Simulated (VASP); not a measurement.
OSZICAR of a VASP run on WC (wc):

**OSZICAR**
```
       N       E                     dE             d eps       ncg     rms          rms(c)
DAV:   1     0.518040009808E+02    0.51804E+02   -0.10026E+04  4376   0.157E+03
DAV:   2    -0.831830426614E+02   -0.13499E+03   -0.13150E+03  4988   0.389E+02
DAV:   3    -0.871651110251E+02   -0.39821E+01   -0.39549E+01  5378   0.622E+01
DAV:   4    -0.872032436900E+02   -0.38133E-01   -0.38109E-01  4789   0.644E+00
DAV:   5    -0.872035739358E+02   -0.33025E-03   -0.33021E-03  5168   0.604E-01    0.337E+01
DAV:   6    -0.797711730979E+02    0.74324E+01   -0.10068E+01  4963   0.389E+01    0.601E+00
DAV:   7    -0.799298592962E+02   -0.15869E+00   -0.64501E-01  4493   0.970E+00    0.508E+00
DAV:   8    -0.796153747801E+02    0.31448E+00   -0.36911E-01  4428   0.774E+00    0.121E+00
DAV:   9    -0.798828590081E+02   -0.26748E+00   -0.36386E-01  4383   0.740E+00    0.592E-01
DAV:  10    -0.798928648069E+02   -0.10006E-01   -0.12642E-02  4728   0.127E+00    0.372E-01
DAV:  11    -0.798983888326E+02   -0.55240E-02   -0.25153E-02  4406   0.192E+00    0.304E-01
DAV:  12    -0.798992677451E+02   -0.87891E-03   -0.46489E-03  4473   0.866E-01    0.345E-01
DAV:  13    -0.799005195570E+02   -0.12518E-02   -0.21143E-03  4378   0.636E-01    0.182E-01
DAV:  14    -0.799007424400E+02   -0.22288E-03   -0.21045E-03  4388   0.571E-01    0.854E-02
DAV:  15    -0.799008094953E+02   -0.67055E-04   -0.14180E-04  4508   0.153E-01    0.454E-02
DAV:  16    -0.799008689560E+02   -0.59461E-04   -0.22469E-05  4388   0.726E-02    0.729E-03
DAV:  17    -0.799008312555E+02    0.37700E-04   -0.11085E-05  4498   0.434E-02    0.998E-03
DAV:  18    -0.799008386066E+02   -0.73511E-05   -0.94198E-06  4368   0.449E-02    0.492E-03
DAV:  19    -0.799008404938E+02   -0.18872E-05   -0.50731E-07  4553   0.991E-03    0.105E-03
DAV:  20    -0.799008424259E+02   -0.19321E-05   -0.16089E-07  3476   0.538E-03    0.744E-04
DAV:  21    -0.799008421633E+02    0.26255E-06   -0.42247E-08  2184   0.285E-03    0.863E-05
DAV:  22    -0.799008414263E+02    0.73699E-06   -0.14987E-08  2184   0.181E-03    0.145E-04
DAV:  23    -0.799008417646E+02   -0.33825E-06   -0.22563E-09  2184   0.731E-04    0.345E-05
DAV:  24    -0.799008416107E+02    0.15389E-06   -0.46021E-10  2184   0.353E-04    0.197E-05
DAV:  25    -0.799008416393E+02   -0.28653E-07   -0.13592E-10  2184   0.173E-04
   1 F= -.79900842E+02 E0= -.79900890E+02  d E =-.799008E+02
       N       E                     dE             d eps       ncg     rms          rms(c)
DAV:   1    -0.799019052341E+02   -0.10636E-02   -0.46457E-02  4368   0.263E+00    0.175E-01
DAV:   2    -0.799010374025E+02    0.86783E-03   -0.20432E-03  4618   0.492E-01    0.961E-02
DAV:   3    -0.799008143411E+02    0.22306E-03   -0.10160E-03  4558   0.386E-01    0.321E-02
DAV:   4    -0.799007689653E+02    0.45376E-04   -0.12916E-04  4598   0.134E-01    0.144E-02
DAV:   5    -0.799007998501E+02   -0.30885E-04   -0.69287E-05  4368   0.117E-01    0.661E-03
DAV:   6    -0.799007759990E+02    0.23851E-04   -0.32494E-05  4368   0.837E-02    0.229E-03
DAV:   7    -0.799007810522E+02   -0.50532E-05   -0.69671E-06  4398   0.378E-02    0.185E-03
DAV:   8    -0.799007784660E+02    0.25862E-05   -0.11945E-06  4468   0.150E-02    0.459E-04
DAV:   9    -0.799007766708E+02    0.17953E-05   -0.18841E-07  3470   0.642E-03    0.235E-04
DAV:  10    -0.799007770730E+02   -0.40224E-06   -0.23724E-08  2204   0.218E-03    0.126E-04
DAV:  11    -0.799007769902E+02    0.82823E-07   -0.49281E-09  2189   0.958E-04
   2 F= -.79900777E+02 E0= -.79900818E+02  d E =0.646492E-04
       N       E                     dE             d eps       ncg     rms          rms(c)
DAV:   1    -0.799012930923E+02   -0.51602E-03   -0.15235E-02  4368   0.150E+00    0.100E-01
DAV:   2    -0.799010106368E+02    0.28246E-03   -0.66926E-04  4613   0.282E-01    0.550E-02
DAV:   3    -0.799009109624E+02    0.99674E-04   -0.34028E-04  4553   0.223E-01    0.180E-02
DAV:   4    -0.799009275469E+02   -0.16585E-04   -0.43306E-05  4603   0.775E-02    0.801E-03
DAV:   5    -0.799009100787E+02    0.17468E-04   -0.21668E-05  4368   0.654E-02    0.376E-03
DAV:   6    -0.799009259600E+02   -0.15881E-04   -0.10581E-05  4368   0.477E-02    0.128E-03
DAV:   7    -0.799009224921E+02    0.34680E-05   -0.24220E-06  4398   0.224E-02    0.102E-03
DAV:   8    -0.799009232614E+02   -0.76929E-06   -0.37929E-07  4478   0.842E-03    0.254E-04
DAV:   9    -0.799009243654E+02   -0.11040E-05   -0.59594E-08  2194   0.362E-03    0.129E-04
DAV:  10    -0.799009241407E+02    0.22472E-06   -0.83127E-09  2184   0.129E-03    0.649E-05
DAV:  11    -0.799009242282E+02   -0.87545E-07   -0.12262E-09  2184   0.480E-04
   3 F= -.79900924E+02 E0= -.79900970E+02  d E =-.825889E-04
```

Task: Which electronic solver shows in the log?

Result: It is blocked Davidson (ALGO = Normal, or the opening steps of other solvers). The INCAR had ALGO = Normal.

Task: Can the final energy be trusted as converged?

Result: The calculation finished and met its thresholds. It stopped with EDIFF = 1E-7, NELM = 100, NSW = 30 and EDIFFG = -0.01 after 3 ionic steps (SCAN meta-GGA, plane waves, VASP's PBE PAW potentials (set 64)).

The compound is WC in the wc structure. This cell is one point of a volume scan, at 1.03 of the reference volume. Symmetry was kept, so distortions that lower it aren't found.
